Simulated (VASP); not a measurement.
An input for Ansatz (written as the equivalent of a VASP run, and not itself run):

Ansatz 0.2 input:
```yaml
crystal:
  lattice:
    - [1.8005734, 1.0395614, 2.9404361]
    - [-1.8005734, 1.0395614, 2.9404361]
    - [0.0000000, -2.0791228, 2.9404361]
  atoms:
    - { symbol: Zr, position: [0.0000000, 0.0000000, 0.0000000] }
    - { symbol: O, position: [0.2499487, 0.2499487, 0.2499487] }
    - { symbol: O, position: [0.7500513, 0.7500513, 0.7500513] }
kpoints:
  mp_grid: { grid: [7, 7, 7] }
hamiltonian:
  xc: r2scan
  pseudopotentials: { kind: paw }
scf:
  occupations: { method: gaussian, width: 0.05 }
  max_iter: 100
relax:
  max_steps: 60
  f_tol: 0.02
  cell: {}
output: { forces: true, stress: true, eigenvalues: true }
```

Q: Translate this input to VASP (INCAR, KPOINTS, POSCAR, choice of POTCAR).

A: Several could match; the one computed here: 
### INCAR
```
LMIXTAU = T
ISMEAR = 0   # Gaussian
LASPH = T   # aspherical one-centre terms
PREC = Accurate
ALGO = Normal   # blocked Davidson
ISIF = 3   # ions, shape and volume
EDIFFG = -0.02   # ionic stop
LMAXMIX = 4   # l cut-off of mixed one-centre charges
SYSTEM = ZrO2
LREAL = F   # projection in real space or not
ENCUT = 520   # plane-wave cut-off (eV)
NSW = 60   # most ionic steps
LWAVE = F
METAGGA = R2SCAN
EDIFF = 1E-6   # SCF stop (eV)
LCHARG = F
NELM = 100
SIGMA = 0.05   # width (eV)
IBRION = 2   # conjugate gradients
```

POSCAR:
```
ZrO2
1
    1.8005734412     1.0395614105     2.9404360555
   -1.8005734412     1.0395614105     2.9404360555
   -0.0000000000    -2.0791228210     2.9404360555
Zr O
1 2
Direct
  0.0000000000   0.0000000000   0.0000000000
  0.2499486582   0.2499486582   0.2499486582
  0.7500513418   0.7500513418   0.7500513418
```

**KPOINTS**
```
kpoints
0
Gamma
  7 7 7
```

POTCAR, in this order: Zr_sv O (PBE.64 set). Program: vasp_std.

The two are equivalent in intent, not identical: each code has its own PAW files, so the cut-off isn't converted (ENCUT is set for VASP's; basis.ecutwfc is left out, and Ansatz then takes the one that its files recommend); Ansatz stops its SCF on the density residual and VASP on the energy change (EDIFF).

The structure was generated: ZrO2 was put into the CdCl2 type (R-3m), which need not be its known phase. It was relaxed first, which changed the volume by -15 %. The relaxed cell has space group Fm-3m. The start is the result of an earlier pass.
